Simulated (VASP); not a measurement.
## ZrSi (relaxed from the CsCl structure, space group Pm-3m): computed properties

Level of theory: PBEsol GGA, VASP's PBE PAW potentials (set 64) (plane waves; VASP).

```
Property                                                               Value
----------------------------------  ----------------------------------------
space group                                                      Pm-3m (221)
cell                                 a = b = c = 3.281 Å, α = β = γ = 90.00°
volume per atom                                                17.67 Å³/atom
band gap (over mesh and band path)  none (metal, semimetal or under 0.01 eV)
density                                                           5.61 g/cm³
```

```
CELL_PARAMETERS angstrom
      3.28139     0.00000     0.00000
      0.00000     3.28139     0.00000
      0.00000     0.00000     3.28139
ATOMIC_POSITIONS crystal
  Zr 0.00000 0.00000 0.00000
  Si 0.50000 0.50000 0.50000
```

The structure was generated: ZrSi was put into the CsCl type (Pm-3m), which need not be its known phase. It was relaxed first. Symmetry was kept, so distortions that lower it aren't found.
